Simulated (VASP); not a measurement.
Data:

```xyz
4
Lattice="3.3686 0.0000 0.0000 -1.6843 2.9173 0.0000 0.0000 0.0000 5.5760" Properties=species:S:1:pos:R:3 pbc="T T T"
B      0.0000     1.9449     2.0891
B      1.6843     0.9724     4.8771
As     0.0000     1.9449     0.0019
As     1.6843     0.9724     2.7898
```

The numbers are results of r2SCAN meta-GGA, VASP's PBE PAW potentials (set 64) (plane waves; VASP), not measurements. Run with 520 eV cut-off, 14×14×7 Γ-centred mesh, Gaussian smearing of 0.010 eV, potentials B As.

### Question
Predict the energy per atom (σ→0).

### Answer

- energy per atom (σ→0) = -11.117 eV/atom

The structure comes from a computed database's BAs entry (P6_3mc); how it stands against other phases isn't given here. It was relaxed first.
